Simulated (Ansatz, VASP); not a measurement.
# One calculation of YCu, two programs

File INCAR:

```
SYSTEM = YCu
  PREC = Accurate
  ENCUT = 520
  EDIFF = 1E-7
  ISMEAR = 0
  SIGMA = 0.15
  LREAL = .FALSE.
  LASPH = .TRUE.
  NELM = 100
  ALGO = Normal
  ISIF = 2
  LWAVE = .FALSE.
  LCHARG = .FALSE.
  GGA = CA
  NBANDS = 18
```

Contents of KPOINTS:

```
regular mesh
0
G
  14 14 14
  0 0 0
```

File POSCAR:

```
YCu
1.0
    3.4581153900      0.0000000000      0.0000000000
    0.0000000000      3.4581153900      0.0000000000
    0.0000000000      0.0000000000      3.4581153900
Y Cu
1 1
Direct
    0.0000000000      0.0000000000      0.0000000000
    0.5000000000      0.5000000000      0.5000000000
```

Input for Ansatz:

```yaml
crystal:
  lattice:
    - [3.45811539, 0.0, 0.0]
    - [0.0, 3.45811539, 0.0]
    - [0.0, 0.0, 3.45811539]
  atoms:
    - { symbol: "Y", position: [0.0, 0.0, 0.0] }
    - { symbol: Cu, position: [0.5, 0.5, 0.5] }
basis:
  ecutwfc: 420
kpoints:
  mp_grid: { grid: [14, 14, 14] }
hamiltonian:
  xc: lda
scf:
  occupations: { method: gaussian, width: 0.15 }
output:
  forces: true
  stress: true
  eigenvalues: true
```

The cell comes from a database or a generator and needn't be the stable form of this composition.

Alike in both runs: task single point; functional LDA; k mesh 14 × 14 × 14; occupations gaussian, width 0.15 eV; no spin polarisation.

|  | VASP | Ansatz |
| --- | --- | --- |
| version | VASP 6.6.1 | Ansatz 0.2.0 |
| potentials or method | VASP PAW LDA potentials, release 64 (Y_sv, Cu) | scalar-relativistic, plane waves, PAW |
| plane-wave cutoff (eV) | 520 | 420 |
| valence electrons in the cell | 22 | 30 |

VASP gave:

| Item | Value |
| --- | --- |
| gap on the k mesh at the Fermi level (eV) | none |
| pressure (GPa) | -4.8 |

Q: Which values does Ansatz return?

A: gap on the k mesh at the Fermi level (eV): none; pressure (GPa): -5.0.

A gap of «none» marks a metal or a gap that the smearing closes. The two sets of potentials don't hold the same shells in valence.
